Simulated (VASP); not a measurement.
A VASP calculation is set up with these files.

**POSCAR**
```
SnO
1
    3.8362666589     0.0000000000     0.0000000000
    0.0000000000     3.8362666589     0.0000000000
    0.0000000000    -0.0000000000     4.7837096110
Sn O
2 2
Direct
  0.5000000000   0.0000000000   0.7575019025
  0.0000000000   0.5000000000   0.2424980975
  0.5000000000   0.5000000000   0.0000000000
  0.0000000000   1.0000000000   0.0000000000
```

INCAR:
```
SYSTEM = SnO
PREC = Accurate; ENCUT = 520; LREAL = .FALSE.
LASPH = .TRUE.
EDIFF = 1E-6; NELM = 100; ALGO = Normal
LMAXMIX = 4
ISMEAR = 0; SIGMA = 0.05
GGA = MK; LUSE_VDW = .TRUE.; AGGAC = 0.0
PARAM1 = 0.1234; PARAM2 = 1.0
IBRION = 2; NSW = 60; ISIF = 3
EDIFFG = -0.02
LWAVE = .FALSE.; LCHARG = .FALSE.
```

### KPOINTS
```
Automatic mesh
0
gamma
5 5 4
```

POTCAR, in this order: Sn_d O (PBE.64 set). Program: vasp_std.

**Question.** Write an equivalent input for Quantum ESPRESSO's pw.x.

**Answer.** One equivalent input (not run):
```
&CONTROL
  calculation = 'vc-relax'
  pseudo_dir = './pseudo'
  outdir = './out'
  tprnfor = .true.
  tstress = .true.
  nstep = 60
  forc_conv_thr = 0.00078
/
&SYSTEM
  ibrav = 0
  nat = 4
  ntyp = 2
  ecutwfc = 84
  occupations = 'smearing'
  smearing = 'gaussian'
  degauss = 0.003675
  input_dft = 'vdw-df-ob86'
/
&ELECTRONS
  conv_thr = 7.3e-08
  electron_maxstep = 100
/
&IONS
/
&CELL
/
ATOMIC_SPECIES
  Sn 118.710 Sn.upf
  O 15.999 O.upf
CELL_PARAMETERS angstrom
     3.8362667    0.0000000    0.0000000
     0.0000000    3.8362667    0.0000000
     0.0000000   -0.0000000    4.7837096
ATOMIC_POSITIONS crystal
  Sn   0.5000000  0.0000000  0.7575019
  Sn   0.0000000  0.5000000  0.2424981
  O    0.5000000  0.5000000  0.0000000
  O    0.0000000  1.0000000  0.0000000
K_POINTS automatic
  5 5 4 0 0 0
```
What does not carry over: the potentials are each code's own (VASP's PAW set, PseudoDojo norm-conserving files in pw.x), so ENCUT and ecutwfc are chosen apart and not converted; conv_thr bounds pw.x's estimated SCF error, while EDIFF bounds the energy change between steps; forc_conv_thr acts on force components and is met together with etot_conv_thr.

The compound is SnO in the litharge structure. This run relaxes it. Symmetry was kept, so distortions that lower it aren't found. The start is the result of an earlier pass.
